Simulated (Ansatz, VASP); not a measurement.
## Two plane-wave programs on BaTaH4

```
CELL_PARAMETERS angstrom
3.00558 0.00000 0.00000
0.00000 3.26640 0.00000
0.00000 0.00000 6.82171
ATOMIC_POSITIONS crystal
Ba 0.00000 0.00000 0.97333
Ta 0.00000 0.50000 0.45276
H 0.50000 0.00000 0.37168
H 0.50000 0.50000 0.84897
H 0.50000 0.50000 0.24367
H 0.50000 0.00000 0.60959
```

Alike in both runs: functional PBE; k mesh 6 × 6 × 4; occupations gaussian, width 0.1 eV; no spin polarisation.

Ansatz relaxed the structure, and its values are those at the end. VASP's run is a single point on that final structure, the one shown.

```csv
,VASP,Ansatz
version,VASP 6.6.1,Ansatz 0.2.0
potentials or method,"VASP PAW PBE potentials, release 64 (Ba_sv, Ta_pv, H)","scalar-relativistic, plane waves, PAW"
plane-wave cutoff (eV),520,420
valence electrons in the cell,25,27
```

Ansatz gave:

- gap on the k mesh at the Fermi level (eV): none
- pressure (GPa): 0.1
- rms of the force components (eV/Å): 0.011

Question: Estimate VASP's values.

Answer: gap on the k mesh at the Fermi level (eV): none; pressure (GPa): 1.9; rms of the force components (eV/Å): 0.041.

A gap of «none» marks a metal or a gap that the smearing closes. The two sets of potentials don't hold the same shells in valence.

Spin-orbit coupling is left out, which matters for the levels of Ba, Ta.
